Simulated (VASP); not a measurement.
# Be3Se2O (Cm) in VASP: single point with PBEsol

Aim: the single point of Be3Se2O with PBEsol.

Everything below comes from runs of VASP 6.6.1. Logs are shortened: lines on timing, memory, paths and dates and some standing lists are left out, and cuts for length are marked.

## Step 1: Starting point

Symmetry: Cm, No. 8, monoclinic system. The conventional cell has a = 5.767 Å, b = 10.047 Å, c = 3.672 Å, α = 90.00°, β = 122.87°, γ = 90.00°. Be (site symmetry 1) has 1 O at 1.59 Å as nearest neighbours. Around Be (site symmetry m) lie 1 O at 1.52 Å. Around Se (site symmetry 1) lie 4 Be at 2.19 to 2.33 Å. O (site symmetry m) has 3 Be at 1.52 to 1.59 Å as nearest neighbours.

The cell was built by a generator and needn't be a form met in nature.

## Step 2: Single point, PBEsol

Input file INCAR:

```
SYSTEM = Be3Se2O
PREC     = Accurate       ! precision mode
ENCUT    = 520            ! plane-wave cutoff, eV
EDIFF    = 1E-6           ! SCF threshold, eV
ISMEAR   = 0              ! smearing method
SIGMA    = 0.03           ! smearing width, eV
LREAL    = .False.        ! projectors in reciprocal space
LASPH    = .True.         ! aspherical terms in the spheres
NELM     = 60             ! most SCF steps
ALGO     = Normal         ! electronic algorithm
ISIF     = 2              ! what is computed and relaxed
LWAVE    = .False.        ! write WAVECAR
LCHARG   = .False.        ! write CHGCAR
GGA      = PS             ! functional
```

Input file KPOINTS:

```
Automatic mesh
0
Gamma
  6 6 8
  0 0 0
```

Input file POSCAR:

```
Be3Se2O
1.0
    2.8836900000     -5.0232800000      0.0000000000
    2.8836900000      5.0232800000      0.0000000000
   -1.9927710000      0.0000000000      3.0839480000
Be Se O
3 2 1
Direct
    0.3647740000      0.0944330000      0.2599370000
    0.0944330000      0.3647740000      0.2599370000
    0.7812690000      0.7812690000      0.1106980000
    0.3413560000      0.6742820000      0.0069300000
    0.6742820000      0.3413560000      0.0069300000
    0.0604260000      0.0604260000      0.1577330000
```

Potentials or basis: VASP PAW PBE potentials, release 64 (Be, Se, O).

On the command line:

```sh
> cat potpaw_PBE.64/Be/POTCAR potpaw_PBE.64/Se/POTCAR potpaw_PBE.64/O/POTCAR > POTCAR
> mpirun -np 1 vasp_std > vasp.out
```

OUTCAR:

```text
SYSTEM = Be3Se2O
   PREC = Accurate
   ENCUT = 520
   EDIFF = 1E-6
   ISMEAR = 0
   LREAL = .False.
   LASPH = .True.
   NELM = 60
   ISIF = 2
   GGA = PS

 ion  position               nearest neighbor table
   1  0.365  0.094  0.260-   6 1.59   5 2.27   4 2.28   5 2.33
   2  0.094  0.365  0.260-   6 1.59   4 2.27   5 2.28   4 2.33
   3  0.781  0.781  0.111-   6 1.52   5 2.19   4 2.19
   4  0.341  0.674  0.007-   3 2.19   2 2.27   1 2.28   2 2.33
   5  0.674  0.341  0.007-   3 2.19   1 2.27   2 2.28   1 2.33
   6  0.060  0.060  0.158-   3 1.52   2 1.59   1 1.59

  LATTYP: Found a base centered monoclinic cell.
 ALAT       =     5.7673800000
 B/A-ratio  =     1.7419625549
 C/A-ratio  =     0.6366438162
 COS(beta)  =    -0.5427280930

  Lattice vectors:

 A1 = (   2.8836900000,  -5.0232800000,   0.0000000000)
 A2 = (   2.8836900000,   5.0232800000,   0.0000000000)
 A3 = (  -1.9927710000,   0.0000000000,   3.0839480000)

Analysis of symmetry for initial positions (statically):
=====================================================================
 Subroutine PRICEL returns:
 Original cell was already a primitive cell.

 Routine SETGRP: Setting up the symmetry group for a
 base centered monoclinic supercell.

 Subroutine GETGRP returns: Found  2 space group operations
 (whereof  2 operations were pure point group operations)
 out of a pool of  4 trial point group operations.

The static configuration has the point symmetry C_1h.

Analysis of symmetry for dynamics (positions and initial velocities):
=====================================================================
 Subroutine PRICEL returns:
 Original cell was already a primitive cell.

 Routine SETGRP: Setting up the symmetry group for a
 base centered monoclinic supercell.

 Subroutine GETGRP returns: Found  2 space group operations
 (whereof  2 operations were pure point group operations)
 out of a pool of  4 trial point group operations.

The dynamic configuration has the point symmetry C_1h.

 Subroutine INISYM returns: Found  2 space group operations
 (whereof  2 operations are pure point group operations),
 and found     1 'primitive' translations

----------------------------------------------------------------------------------------

                                     Primitive cell

  volume of cell :      89.3456

  direct lattice vectors                    reciprocal lattice vectors
     2.883690000 -5.023280000  0.000000000     0.173388957 -0.099536558  0.112039660
     2.883690000  5.023280000  0.000000000     0.173388957  0.099536558  0.112039660
[... 103 lines left out ...]
   PSTRESS=    0.0 pullay stress
   NELECT =      24.0000    total number of electrons
   NUPDOWN=      -1.0000    fix difference up-down
   EMIN   =  10.00;   EMAX   =-10.00  energy-range for DOS
   EFERMI =   0.00;   METHOD = LEGACY
   ISMEAR =     0;   SIGMA  =   0.03  broadening in eV -4-tet -1-fermi 0-gaus
   EFERMI_NEDOS =   21; number of points for ismear=-14 and -15
   IALGO  =     38    algorithm
   IMIX   =      4    mixing-type and parameters
     AMIX     =   0.40;   BMIX     =  1.00
     AMIX_MAG =   1.60;   BMIX_MAG =  1.00
  volume/ion in A,a.u.               =      14.89       100.49
  Fermi-wavevector in a.u.,A,eV,Ry     =   1.056301  1.996119 15.180989  1.115771
  Thomas-Fermi vector in A             =   2.191531
   LORBIT       =      0    0 simple, 1 ext, 2 COOP (PROOUT), +10 PAW based schemes
   GGA     = PS    functional components
   LHFCALC =     F    Hartree Fock is set to
   AEXX    =    0.0000 exact exchange contribution
   IVDW    =     0    specifies the selected vdW correction
   LEPSILON=     F    determine dielectric tensor
   LRPA    =     F    only Hartree local field effects (RPA)
 non-spin polarized calculation
 Gauss-broadening in eV      SIGMA  =   0.03
  energy-cutoff  :      520.00
  volume of cell :       89.35
 maximum number of plane-waves:      2421
 NGX is ok and might be reduce to    48
   NGX = 21   NGY = 21   NGZ = 13

 number of electron      23.9999998 magnetization

 Free energy of the ion-electron system (eV)
  ---------------------------------------------------
  ext. energy  EPLUGINS =         0.00000000
  ---------------------------------------------------
  free energy    TOTEN  =       -32.59861490 eV

  energy without entropy =      -32.59861490  energy(sigma->0) =      -32.59861490

 E-fermi :   3.2330     XC(G=0):  -9.5185

 val. band max:        3.0486220370   @ k =   0.5000   0.5000   0.0000
 cond. band min:       5.7266655612   @ k =   0.5000   0.5000   0.0000
 fundamental gap:      2.6780435242
 Fermi energy:         3.2330178925

 k-point     1 :       0.0000    0.0000    0.0000
  band No.  band energies     occupation
      1     -15.9744      2.00000
      2     -10.3350      2.00000
      3      -8.5629      2.00000
      4      -2.9657      2.00000
      5      -2.9049      2.00000
      6      -1.5156      2.00000
[... 433 lines left out ...]
      3      -8.6990      2.00000
      4      -2.9751      2.00000
      5      -2.8405      2.00000
      6      -1.2618      2.00000
[... 8 lines left out ...]
     15       8.4118      0.00000
     16       8.9131      0.00000

 [... further k-points ...]

------------------------ aborting loop because EDIFF is reached ----------------------------------------

  FORCE on cell =-STRESS in cart. coord.  units (eV):
  Direction    XX          YY          ZZ          XY          YZ          ZX
  --------------------------------------------------------------------------------------
  -------------------------------------------------------------------------------------
  Total       -1.1547775     -1.1980939     -1.1342458      0.0000000      0.0000000      0.0012633
  in kB      -20.7078924    -21.4846580    -20.3397095      0.0000000      0.0000000      0.0226531
  external PRESSURE =     -20.8440866 kB  Pullay stress =       0.0000000 kB

 VOLUME and BASIS-vectors are now :
 -----------------------------------------------------------------------------
  energy-cutoff  :      520.00
  volume of cell :       89.35
      direct lattice vectors                 reciprocal lattice vectors
     2.883690000 -5.023280000  0.000000000     0.173388957 -0.099536558  0.112039660
     2.883690000  5.023280000  0.000000000     0.173388957  0.099536558  0.112039660
    -1.992771000  0.000000000  3.083948000     0.000000000  0.000000000  0.324259683

 POSITION                                       TOTAL-FORCE (eV/Angst)
 -----------------------------------------------------------------------------------
      0.80622     -1.35800      0.80163        -0.009046      0.015054     -0.002220
      0.80622      1.35800      0.80163        -0.009046     -0.015054     -0.002220
      4.28528      0.00000      0.34139         0.005229     -0.000000     -0.002981
      2.91498      1.67238      0.02137        -0.011096      0.014663     -0.009636
      2.91498     -1.67238      0.02137        -0.011096     -0.014663     -0.009636
      0.03417      0.00000      0.48644         0.035054     -0.000000      0.026691
 -----------------------------------------------------------------------------------
    total drift:                               -0.000308     -0.000000     -0.000042

  FREE ENERGIE OF THE ION-ELECTRON SYSTEM (eV)
  ---------------------------------------------------
  free  energy   TOTEN  =       -32.5986148974 eV

  energy  without entropy=      -32.5986148974  energy(sigma->0) =      -32.59861490
```

stdout:

```text
POSCAR found type information on POSCAR BeSeO
 POSCAR found :  3 types and       6 ions
 scaLAPACK will be used
 -----------------------------------------------------------------------------
|                                                                             |
|                                                                             |
|     You enforced a specific xc type in the INCAR file but a different       |
|     I HOPE YOU KNOW WHAT YOU ARE DOING!                                     |
|                                                                             |
 -----------------------------------------------------------------------------

 LDA part: xc-table for (Slater+PW92), standard interpolation
 POSCAR, INCAR and KPOINTS ok, starting setup
 FFT: planning ... GRIDC
 FFT: planning ... GRID_SOFT
 FFT: planning ... GRID
 WAVECAR not read
 entering main loop
```

It took 2.5 min on 1 thread of Intel Xeon Platinum 8488C (Sapphire Rapids), shared host; peak memory 0.32 GiB.

Results:

- Free energy: -32.5986 eV
- Pressure: -2.1 GPa
- Largest force: 0.044 eV/Å
- Band gap on the k mesh: 2.68 eV, direct

Forces on the atoms (eV/Å):
```
Be  -0.009  0.015 -0.002
Be  -0.009 -0.015 -0.002
Be   0.005  0.000 -0.003
Se  -0.011  0.015 -0.010
Se  -0.011 -0.015 -0.010
O    0.035  0.000  0.027
```

Stress tensor (GPa, compression positive):
```
-2.07  0.00  0.00
 0.00 -2.15  0.00
 0.00  0.00 -2.03
```

Levels at points of the mesh, in eV from the valence-band top:
```tsv
k point	band 9	band 10	band 11	band 12	band 13	band 14	band 15	band 16
(0.00, 0.00, 0.00)	-1.56	-1.12	-1.00	-0.50	3.24	4.00	4.33	6.18
(0.50, 0.00, 0.00)	-1.51	-1.07	-1.04	-0.63	3.82	4.21	5.07	5.93
(0.50, 0.50, 0.00)	-2.24	-1.58	-1.04	0.00	2.68	4.35	5.19	5.55
(0.00, 0.00, 0.50)	-3.23	-1.83	-1.56	-1.26	3.73	4.88	6.12	6.20
(0.50, 0.00, 0.50)	-2.89	-2.28	-2.03	-1.27	2.70	4.37	5.18	5.48
(0.50, 0.50, 0.50)	-3.51	-1.85	-1.32	-1.20	3.58	4.67	5.92	6.24
```

Caveat: the PAW data sets were made with another functional, which shifts forces and pressure a little. A k mesh can miss the band edges.
